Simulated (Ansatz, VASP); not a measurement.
## Cross-check of Ge (Germanium) between VASP and Ansatz

Aim: how closely do two programs agree when they are given the same cell, functional and k mesh? The cell is taken from a series of runs on this material, whose earlier steps may have relaxed, scaled, displaced or heated it; both programs get it as it stands.

Program: Ansatz 0.2.0. Level of theory: plane waves, with VASP 6.6.1 beside it; relaxation of cell and atoms at PBEsol. Results are calculated unless marked as measured.

### Step 1. Starting point

It takes space group Fd-3m (No. 227, cubic). The conventional cell has a = 5.676 Å, b = 5.676 Å, c = 5.676 Å, α = 90.00°, β = 90.00°, γ = 90.00°. Nearest to Ge lie 4 Ge at 2.46 Å.

### Step 2. Ansatz: relaxation of cell and atoms, PBEsol

Ansatz runs on its default PAW (the set named soft_2) files.

The relaxed volume is the usual yardstick between codes: in a stiff, nearly cubic crystal its relative difference is about their pressure difference at one cell divided by the bulk modulus.

Contents of input.yaml:

```yaml
crystal:
  lattice:
    - [0.0, 2.8378823604, 2.8378823604]
    - [2.8378823604, 0.0, 2.8378823604]
    - [2.8378823604, 2.8378823604, 0.0]
  atoms:
    - { symbol: Ge, position: [0.0, 0.0, 0.0] }
    - { symbol: Ge, position: [0.25, 0.25, 0.25] }
kpoints:
  mp_grid: { grid: [16, 16, 16] }
hamiltonian:
  xc: pbesol
scf:
  occupations: { method: methfessel_paxton, width: 0.2 }
  lower_state_search: "off"
output:
  forces: true
  stress: true
  eigenvalues: true
relax:
  adjacent_minimum: "off"
  f_tol: 0.001
  max_steps: 60
  cell: { stress_tol: 0.01 }
```

On the command line:

```
ansatz run input.yaml --threads 8 --pin off --max-ram 16384MiB --backend cpu --events-out ev --progress --plain --runs-dir out
```

Numbers of over 12 decimals in the logs are rounded to 6 here.

The program printed:

```text
Engine: ansatz 0.2.0, aarch64-unknown-linux-gnu
Pseudopotentials: kind: paw
Pseudopotential: Ge, paw, valence charge 14, recommended cutoff 420 eV (normal), Ge.paw.azcp
Functional definition: PBEsol
  exchange = pbesol_x
  correlation = pbesol_c
Crystal: 2 atoms, lattice volume = 45.710 Å³
Basis set: ecut = 420 eV, 893 PW (Γ), exchange–correlation on 54×54×54 points (8 copies of the dense FFT grid, shifted against one another)
Bands: 18, of which v1, the nominal top of the filled ones, is band 14 counted from 1 (13 counted from 0)
Symmetry: 48 space group operations
Space group: Fd-3m (ITA 227), of the structure as read, at distance tolerance 3.6e-5 Å
k-points: 145 of 4096
Non-local potential: Ge, projectors of the file, l = 0: 2, l = 1: 2, l = 2: 3, l = 3: 1
PAW form: soft (Blöchl's): semilocal exchange-correlation on the pseudo side does not see the compensation charge
PAW frozen core: Ge, regenerated for the run's functional, and the local potential with it (the file was generated under x = pbe(κ = 0.804, μ = 0.219515), c = pbe(β = 0.066725))
PAW one-centre angular grid: Ge, 590 points (default); XC on 64 Gauss nodes
Initial density: superposition of atomic densities (neutral atoms: chi_scale 0, normalization atom), corrected by the library's trained network
Initial wavefunctions: pseudopotential atomic-orbital guess
Functional: x = pbesol(κ = 0.804, μ = 0.123457), c = pbesol(β = 0.046)
SCF iter   1: F=—  HF=-8506.995317 eV  |F-HF|=—  |Δ(HF+E_count)|=         —  Δρ=2.70e-3  dr2=4.01e-3  ethr=1.77e-3  ⟨swp⟩=5.0  Hψ=11150  notcnv=0
preconditioner: auto → Kerker (q_TF=auto, 2.514 Å⁻¹)  [metal: Δε(μ)=0.084 eV  Ē_g=23.316 eV  σ=0.200 eV  W_gap=0.34  n_scr=14 (ndim 8)  ℏωp=29.1 eV  f_vac=0.082  D(μ)=0.05/eV (n_scr^D=0)]
SCF iter   2: F=—  HF=-8506.994093 eV  |F-HF|=—  |Δ(HF+E_count)|=   1.22e-3  S|Δr|=    0.00e0  Δρ=1.82e-3  dr2=2.04e-3  ethr=1.43e-5  ⟨swp⟩=1.6  Hψ=4085  notcnv=0
SCF iter   3: F=—  HF=-8506.994188 eV  |F-HF|=—  |Δ(HF+E_count)|=   9.53e-5  S|Δr|=    0.00e0  Δρ=9.01e-4  dr2=2.34e-4  ethr=7.28e-6  ⟨swp⟩=2.0  Hψ=4641  notcnv=0
SCF iter   4: F=—  HF=-8506.994102 eV  |F-HF|=—  |Δ(HF+E_count)|=   8.60e-5  S|Δr|=    0.00e0  Δρ=3.55e-4  dr2=1.19e-4  ethr=8.36e-7  ⟨swp⟩=2.0  Hψ=4642  notcnv=0
SCF iter   5: F=—  HF=-8506.994080 eV  |F-HF|=—  |Δ(HF+E_count)|=   2.24e-5  S|Δr|=    0.00e0  Δρ=1.69e-4  dr2=1.26e-5  ethr=4.27e-7  ⟨swp⟩=2.0  Hψ=4642  notcnv=0
SCF iter   6: F=—  HF=-8506.994088 eV  |F-HF|=—  |Δ(HF+E_count)|=   8.25e-6  S|Δr|=    0.00e0  Δρ=3.55e-5  dr2=2.79e-7  ethr=4.49e-8  ⟨swp⟩=2.0  Hψ=3200  notcnv=0
SCF iter   7: F=—  HF=-8506.994088 eV  |F-HF|=—  |Δ(HF+E_count)|=   3.14e-7  S|Δr|=    0.00e0  Δρ=1.80e-5  dr2=5.99e-8  ethr=3.57e-10  ⟨swp⟩=5.0  Hψ=10932  notcnv=0
SCF iter   8: F=-8506.994088 eV  HF=-8506.994088 eV  |F-HF|=9.98e-9  |Δ(HF+E_count)|=   5.34e-8  S|Δr|=    0.00e0  Δρ=4.79e-6  dr2=4.33e-9  ethr=2.14e-10  ⟨swp⟩=3.1  Hψ=7281  notcnv=0
SCF 1 converged in 8 iterations: F = -8506.994088 eV  dr2 = 4.33e-9
  greatest PAW one-centre occupation: 0.998 electrons in one spin orbital (limit 2), on the Ge atom at site 1 (counted from 0), in its partial waves of l = 2
relax step   1: F+E_penalty+E_count = -8506.99408812 eV  Δ(F+E_penalty+E_count) = +0.000e0 eV  max|allowed force component| = 1.388e-17 eV/Å  Δτ_max = 0.0000 Å  P = +0.002 GPa  Ω = 45.710 Å³  (8 SCF iters, dr2 threshold 1.00e-7 eV, accepted)
Initial density: handed on by an earlier stage of this run
Initial wavefunctions: pseudopotential atomic-orbital guess (no wavefunctions were taken with the density)
iter 1 solved again at ethr=2.48e-7 eV; its pass at ethr=3.10e-3 eV (dr2=6.94e-5 eV) is discarded
SCF iter   1: F=—  HF=-8506.994092 eV  |F-HF|=—  |Δ(HF+E_count)|=         —  Δρ=5.49e-6  dr2=5.70e-9  ethr=2.48e-7  ⟨swp⟩=2.7  Hψ=17525  notcnv=0
eigensolver tolerance schedule: the retry pair's looser diagonalisation over-reported the residual by 12179.74 of it (diagonalisation noise at 36.78 of the residual, at the tolerance the schedule requests for it); recorded, not acted on — ethr = c·dr2/N_el stays at c = 1.0e-1
preconditioner: auto → Kerker (q_TF=auto, 2.514 Å⁻¹)  [metal: Δε(μ)=0.088 eV  Ē_g=23.367 eV  σ=0.200 eV  W_gap=0.35  n_scr=14 (ndim 8)  ℏωp=29.1 eV  f_vac=0.058  D(μ)=0.05/eV (n_scr^D=0)]
SCF iter   2: F=—  HF=-8506.994088 eV  |F-HF|=—  |Δ(HF+E_count)|=   3.63e-6  S|Δr|=    0.00e0  Δρ=1.09e-6  dr2=3.81e-10  ethr=2.03e-11  ⟨swp⟩=3.5  Hψ=6274  notcnv=0
SCF iter   3: F=—  HF=-8506.994088 eV  |F-HF|=—  |Δ(HF+E_count)|=  2.76e-10  S|Δr|=    0.00e0  Δρ=9.35e-7  dr2=2.27e-10  ethr=1.36e-12  ⟨swp⟩=2.0  Hψ=4261  notcnv=0
SCF iter   4: F=—  HF=-8506.994088 eV  |F-HF|=—  |Δ(HF+E_count)|=  1.82e-11  S|Δr|=    0.00e0  Δρ=1.41e-7  dr2=4.71e-12  ethr=8.12e-13 (applied; sched 1.00e-12)  ⟨swp⟩=3.0  Hψ=4830  notcnv=0
SCF iter   5: F=-8506.994088 eV  HF=-8506.994088 eV  |F-HF|=0.00e0  |Δ(HF+E_count)|=    0.00e0  S|Δr|=    0.00e0  Δρ=3.01e-8  dr2=4.30e-13  ethr=1.00e-12  ⟨swp⟩=4.9  Hψ=9544  notcnv=0
SCF 2 converged in 5 iterations: F = -8506.994088 eV  dr2 = 4.30e-13
relax step   2: F+E_penalty+E_count = -8506.99408813 eV  Δ(F+E_penalty+E_count) = -5.712e-9 eV  max|allowed force component| = 1.041e-17 eV/Å  Δτ_max = 0.0000 Å  P = +0.002 GPa  Ω = 45.710 Å³  stress off target by 1.88e-3 GPa  SCF on the basis re-selected at this cell (its energy is not comparable with the rows above)  (5 SCF iters)
basis re-selected at this cell: Δ(F+E_penalty+E_count) = -5.712e-9 eV, ΔP = +0.000 GPa vs the last step (what re-selecting the basis moved, of the pressure what is left beyond the Pulay correction that the steps carried, after the strain that the cell walked since its last selection, with what the two solves' SCF thresholds leave and, on support functions, any second-order correction that the steps lacked; it is no m [...]
SCF converged after 5 iterations
Stability not checked: this state was not tested for a lower state beside it, because cold or Methfessel-Paxton smearing, or corrected tetrahedra, fill the levels in a way that the test cannot read (fill_not_monotonic; see scf.lower_state_search)
Free energy (F): -8506.994088 eV
Harris-Foulkes:  -8506.994088 eV  (|F-HF|=0.00e0)
Internal energy: -8506.994222 eV  (E = F + TS)
E sigma→0 (E₀):  -8506.994122 eV
Entropy (-TS):   0.000134 eV (0.067 meV/atom)
Fermi energy:    8.333912 eV
Step filling:    the computed levels leave a gap of 0.0000 eV = 0.0 smearing widths at the electron count; against every level under it full and every level over it empty, smearing changes F+E_penalty+E_count by +0.094 meV and its σ→0 estimate by +0.060 meV
--- Per-component energies (eV) ---
  E_band       = -305.529385
  E_kinetic    = 222.983672
  E_local      = -4957.834254  (includes V_loc(G=0)·N_el)
  E_nonlocal   = 840.235963
  E_hartree    = 2172.504686
  E_xc         = -149.892059
  E_vxc        = -129.403920  (∫ρ·V_xc dr)
  E_paw        = -3958.189957  (= ΣΔE_a)
  E_vpaw       = -626.520988  (= ΣTr[D̂ρ^β])
  E_aug_tail   = 0.000813  (compensation charges beyond the density's cutoff)
  E_ewald      = -2678.638957
  E_core_change = 1.835872  (= ΣΔE_core)
  E_smearing   = 0.000134  (= −TS)
  E_closure    = -0.000000  (closes the sum)
  Σ components = -8506.994088   (vs F -8506.994088, Δ=0.00e0)
--- Forces (eV/Å), atoms counted from 1 ---
  atom   1  Ge    -0.00000000    -0.00000000     0.00000000
  atom   2  Ge    -0.00000000     0.00000000     0.00000000
  max |Σ_I F_I| component: 5.55e-17 eV/Å
--- Stress (GPa, compression-positive) ---
        0.001879      -0.000000      -0.000000
       -0.000000       0.001879       0.000000
       -0.000000      -0.000000       0.001879
  P = ⅓ Tr σ = 0.0019 GPa (0.019 kbar)
--- Band table (eV; the first three rows and the last of 145) ---
  k-point 0: bands = [... 10 lower, -4.4075, 8.2118, 8.3152, 8.3152, 8.3152, 10.8377, 10.8377, 10.8377]
  k-point 1: bands = [... 10 lower, -4.3600, 7.1368, 8.2175, 8.2175, 9.0665, 10.9676, 10.9676, 11.0328]
  k-point 2: bands = [... 10 lower, -4.2186, 5.9277, 7.9825, 7.9825, 9.2691, 11.2825, 11.2825, 11.7305]
  k-point 144: bands = [... 10 lower, -0.4529, -0.4529, 4.4237, 4.4237, 12.5584, 12.5584, 12.9419, 12.9419]
--- Relaxed structure (1 steps of the walk, 1 accepted, 1 SCFs on fresh bases) ---
  F+E_penalty+E_count = -8506.99408813 eV   max|allowed force component| = 1.041e-17 eV/Å   (the final SCF, on the basis selected at the relaxed cell)
  cell:  # Å, volume = 45.7102 Å³
    - [0.0, 2.8378823604, 2.8378823604]
    - [2.8378823604, 0.0, 2.8378823604]
    - [2.8378823604, 2.8378823604, 0.0]
  atoms:
    - { symbol: Ge, position: [0.0, 0.0, 0.0] }
    - { symbol: Ge, position: [0.25, 0.25, 0.25] }
```

### Step 3. VASP: relaxation of cell and atoms, PBEsol

The same cell, functional, mesh and smearing now go to VASP, with its own data sets.

Lines of VASP's logs that name or quote its potential files are left out, and so is its time.

Contents of INCAR:

```
SYSTEM = Ge
PREC = Accurate
ENCUT = 500
EDIFF = 1E-07
NELM = 120
ISMEAR = 1
SIGMA = 0.2
LREAL = .FALSE.
ALGO = Normal
GGA = PS
NBANDS = 20
LORBIT = 11
LWAVE = .FALSE.
LCHARG = .FALSE.
ISIF = 3
IBRION = 2
NSW = 80
EDIFFG = -0.005
LASPH = .TRUE.
GGA_COMPAT = .FALSE.
NELMIN = 4
```

Contents of POSCAR:

```
Ge
1.0
    0.0000000000      2.8378820000      2.8378820000
    2.8378820000      0.0000000000      2.8378820000
    2.8378820000      2.8378820000      0.0000000000
Ge
2
Direct
    0.0000000000      0.0000000000      0.0000000000
    0.2500000000      0.2500000000      0.2500000000
```

Contents of KPOINTS:

```
Automatic mesh
0
Gamma
16 16 16
0 0 0
```

PAW data sets: Ge_d (PBE family, release 64).

On the command line:

```
mpirun -np 1 vasp_std
```

The program printed:

```text
[banner, memory and clock lines left out]
running    1 mpi-ranks, on    1 nodes
 distrk:  each k-point on    1 cores,    1 groups
 distr:  one band on    1 cores,    1 groups

 POSCAR found type information on POSCAR Ge
 POSCAR found :  1 types and       2 ions
|                                                                             |
|               ----> ADVICE to this user running VASP <----                  |
|                                                                             |
|     You enforced a specific xc type in the INCAR file but a different       |
|     [... a line on the potential file left out ...]
|     I HOPE YOU KNOW WHAT YOU ARE DOING!                                     |
|                                                                             |

 LDA part: xc-table for (Slater+PW92), standard interpolation
 POSCAR, INCAR and KPOINTS ok, starting setup
 FFT: planning ... GRIDC
 FFT: planning ... GRID_SOFT
 FFT: planning ... GRID
 WAVECAR not read
 entering main loop
       N       E                     dE             d eps       ncg     rms          rms(c)
DAV:   1     0.180304269269E+03    0.18030E+03   -0.14517E+04  6144   0.370E+03
DAV:   2     0.158027456246E+02   -0.16450E+03   -0.16016E+03  5804   0.599E+02
DAV:   3    -0.920520452880E+01   -0.25008E+02   -0.24847E+02  6500   0.144E+02
DAV:   4    -0.100086118572E+02   -0.80341E+00   -0.80272E+00  6584   0.304E+01
DAV:   5    -0.100222630558E+02   -0.13651E-01   -0.13651E-01  6440   0.434E+00    0.321E+00
DAV:   6    -0.992156208468E+01    0.10070E+00   -0.35672E-02  7708   0.238E+00    0.183E+00
DAV:   7    -0.987336628260E+01    0.48196E-01   -0.59969E-02  6156   0.255E+00    0.156E-01
DAV:   8    -0.987436107895E+01   -0.99480E-03   -0.69415E-03  6696   0.123E+00    0.473E-02
DAV:   9    -0.987444197939E+01   -0.80900E-04   -0.29387E-04  7044   0.282E-01    0.115E-02
DAV:  10    -0.987445769551E+01   -0.15716E-04   -0.24338E-05  6436   0.456E-02    0.520E-03
DAV:  11    -0.987445869914E+01   -0.10036E-05   -0.58312E-06  7864   0.393E-02    0.173E-03
DAV:  12    -0.987445833863E+01    0.36051E-06   -0.11256E-06  7684   0.202E-02    0.293E-04
DAV:  13    -0.987445829679E+01    0.41838E-07   -0.24033E-08  4056   0.177E-03
   1 F= -.98744583E+01 E0= -.98745059E+01  d E =-.987446E+01
 curvature:   0.00 expect dE= 0.000E+00 dE for cont linesearch  0.000E+00
 trial: gam= 0.00000 g(F)=  0.283E-46 g(S)=  0.133E-03 ort = 0.000E+00 (trialstep = 0.100E+01)
 search vector abs. value=  0.133E-03
 bond charge predicted
       N       E                     dE             d eps       ncg     rms          rms(c)
DAV:   1    -0.987746256907E+01   -0.30042E-02   -0.39667E-02  8004   0.385E+00    0.322E-01
DAV:   2    -0.987523194312E+01    0.22306E-02   -0.29044E-03  7620   0.107E+00    0.159E-01
DAV:   3    -0.987453289402E+01    0.69905E-03   -0.10880E-03  7808   0.568E-01    0.381E-02
DAV:   4    -0.987448687651E+01    0.46018E-04   -0.13038E-04  7504   0.220E-01    0.802E-03
DAV:   5    -0.987448555862E+01    0.13179E-05   -0.83582E-06  6644   0.541E-02    0.557E-03
DAV:   6    -0.987448586624E+01   -0.30762E-06   -0.46657E-07  6528   0.120E-02    0.336E-04
DAV:   7    -0.987448591545E+01   -0.49215E-07   -0.27988E-08  3504   0.287E-03
   2 F= -.98744859E+01 E0= -.98745374E+01  d E =-.276187E-04
 trial-energy change:   -0.000028  1 .order   -0.000043   -0.000133    0.000048
 step:   0.6176(harm=  0.7370)  dis= 0.00000  next Energy=    -9.874496 (dE=-0.376E-04)
 bond charge predicted
       N       E                     dE             d eps       ncg     rms          rms(c)
DAV:   1    -0.987493421326E+01   -0.44835E-03   -0.58488E-03  8004   0.149E+00    0.123E-01
DAV:   2    -0.987461038639E+01    0.32383E-03   -0.42345E-04  7612   0.406E-01    0.610E-02
DAV:   3    -0.987450671733E+01    0.10367E-03   -0.16112E-04  7776   0.218E-01    0.144E-02
DAV:   4    -0.987449775090E+01    0.89664E-05   -0.19268E-05  7472   0.849E-02    0.306E-03
DAV:   5    -0.987449770722E+01    0.43678E-07   -0.12608E-06  6692   0.210E-02    0.216E-03
DAV:   6    -0.987449758711E+01    0.12011E-06   -0.64517E-08  3756   0.479E-03    0.114E-04
DAV:   7    -0.987449757223E+01    0.14881E-07   -0.99301E-09  3152   0.119E-03
   3 F= -.98744976E+01 E0= -.98745476E+01  d E =-.392754E-04
 curvature:  -0.29 expect dE=-0.838E-08 dE for cont linesearch -0.838E-08
 trial: gam=-0.01445 g(F)=  0.179E-46 g(S)=  0.287E-07 ort = 0.195E-05 (trialstep = 0.924E+00)
 search vector abs. value=  0.106E-09
 reached required accuracy - stopping structural energy minimisation
```

OUTCAR, selected parts (step 3):

```text
ion  position               nearest neighbor table
   1  0.000  0.000  0.000-   2 2.46   2 2.46   2 2.46   2 2.46
   2  0.250  0.250  0.250-   1 2.46   1 2.46   1 2.46   1 2.46

  LATTYP: Found a face centered cubic cell.
 ALAT       =     5.6757640000

 Subroutine GETGRP returns: Found 48 space group operations
 (whereof 24 operations were pure point group operations)

The static configuration has the point symmetry T_d .
 The point group associated with its full space group is O_h .

 Found    145 irreducible k-points:

   k-points           NKPTS =    145   k-points in BZ     NKDIM =    145   number of bands    NBANDS=     20

   dimension x,y,z NGX =    30 NGY =   30 NGZ =   30
   dimension x,y,z NGXF=    60 NGYF=   60 NGZF=   60

   ENCUT  =  500.0 eV  36.75 Ry    6.06 a.u.   7.32  7.32  7.32*2*pi/ulx,y,z

   NELECT =      28.0000    total number of electrons

 k-points in reciprocal lattice and weights: Automatic mesh
   0.00000000  0.00000000  0.00000000       0.000
   0.06250000  0.00000000  0.00000000       0.002
   0.12500000  0.00000000  0.00000000       0.002
   0.18750000  0.00000000  0.00000000       0.002
   0.25000000  0.00000000  0.00000000       0.002
   0.31250000  0.00000000  0.00000000       0.002
   0.37500000  0.00000000  0.00000000       0.002
   0.43750000  0.00000000  0.00000000       0.002
   0.50000000  0.00000000  0.00000000       0.001
[...]
-0.31250000  0.50000000  0.18750000       0.003
  -0.25000000  0.50000000  0.25000000       0.001

 average (electrostatic) potential at core
       1 -74.2313       2 -74.2313

 E-fermi :   4.8106

 k-point     1 :       0.0000    0.0000    0.0000
  band No.  band energies     occupation
    ...
     11      -7.9516      2.00000
     12       4.7117      1.73407
     13       4.7871      1.19743
     14       4.7871      1.19743
     15       4.7871      1.19742
     16       7.3163     -0.00000
     17       7.3163     -0.00000
     18       7.3163     -0.00000
     19      10.9887      0.00000
     20      14.2474      0.00000

 k-point     2 :       0.0625    0.0000    0.0000
  band No.  band energies     occupation
    ...
     10     -19.7050      2.00000
     11      -7.9041      2.00000
     12       3.6187      2.00000
     13       4.6891      1.84647
     14       4.6891      1.84646
     15       5.5547     -0.00000
     16       7.4467     -0.00000
     17       7.4467     -0.00000
     18       7.5124     -0.00000
     19      11.2600      0.00000
    ...

 k-point     3 :       0.1250    0.0000    0.0000
  band No.  band energies     occupation
    ...
     10     -19.6988      2.00000
     11      -7.7623      2.00000
     12       2.4052      2.00000
     13       4.4534      2.02997
     14       4.4534      2.02997
     15       5.7563     -0.00000
     16       7.7625     -0.00000
     17       7.7625     -0.00000
     18       8.2142     -0.00000
     19      11.9401      0.00000
    ...

  Total       -0.0006293     -0.0006293     -0.0006293     -0.0000000     -0.0000000     -0.0000000
  in kB       -0.0220999     -0.0220999     -0.0220999     -0.0000000     -0.0000000     -0.0000000
  external PRESSURE =      -0.0220999 kB  Pullay stress =       0.0000000 kB

  energy-cutoff  :      500.00
  volume of cell :       45.62
      direct lattice vectors                 reciprocal lattice vectors
     0.000000000  2.836067680  2.836067680    -0.176300447  0.176300447  0.176300447
     2.836067680  0.000000000  2.836067680     0.176300447 -0.176300447  0.176300447
     2.836067680  2.836067680 -0.000000000     0.176300447  0.176300447 -0.176300447

 POSITION                                       TOTAL-FORCE (eV/Angst)
 -----------------------------------------------------------------------------------
      0.00000      0.00000      0.00000         0.000000      0.000000      0.000000
      1.41803      1.41803      1.41803        -0.000000     -0.000000     -0.000000
 -----------------------------------------------------------------------------------
    total drift:                                0.000000      0.000000      0.000000

  FREE ENERGIE OF THE ION-ELECTRON SYSTEM (eV)
  ---------------------------------------------------
  free  energy   TOTEN  =        -9.8744975722 eV

  energy  without entropy=       -9.8746475063  energy(sigma->0) =       -9.87454755

 reached required accuracy - stopping structural energy minimisation

 total charge
# of ion       s       p       d       tot
------------------------------------------
    1        1.130   1.250  10.023  12.403
    2        1.130   1.250  10.023  12.403
--------------------------------------------------
tot          2.260   2.500  20.046  24.806

[... 3 further parts left out ...]
```

CONTCAR:

```
Ge
   1.00000000000000
     0.0000000000000000    2.8360676800408378    2.8360676800408378
     2.8360676800408378    0.0000000000000000    2.8360676800408378
     2.8360676800408378    2.8360676800408378   -0.0000000000000000
  Ge
     2
Direct
     0.0000000000000000    0.0000000000000000    0.0000000000000000
     0.2500000000000000    0.2500000000000000    0.2500000000000000
```

The run keeps the 48 symmetry operations of its start, so it cannot find a distortion of lower symmetry.

### Step 4. Comparison

Known differences besides the potentials themselves: the cutoff is 420 eV in Ansatz and 500 eV in VASP; Ansatz makes its cores anew for this functional, VASP keeps those of its PBE data sets; Ansatz adds a Pulay correction to the stress that steers its cell, VASP none. Total energies have different zeros and are not compared.

Both answers:

```
                                         quantity  Ansatz   VASP  difference
                                      volume (Å³)   45.71  45.62     +0.19 %
edge a after relaxation, in the typed setting (Å)   4.013  4.011     +0.06 %
```

### Step 5. Outcome

```json
{
 "difference in volume (relaxation of cell and atoms, PBEsol)": "0.19 %"
}
```

The difference in volume is 0.19 % (relaxation of cell and atoms, PBEsol), within the 1.2 % picked in this series as the mark of a large difference, as far as the stopping tolerances let one tell. Such differences can come from data sets, numerical settings and the points named under the comparisons, not from the functional's error against experiment.

[Lines on the potential files, build, host, timing and source positions are cut from VASP's logs without a mark.]

[Logs are printed without paths, hosts, clocks, repeated set-up lines and the standing remarks that a program may print on its own settings, such as how far it seeks lower states.]

[Hosts, paths, dates, database ids (printed as entryN), source tags and the programs' standing remarks are cut or masked in the printed files.]
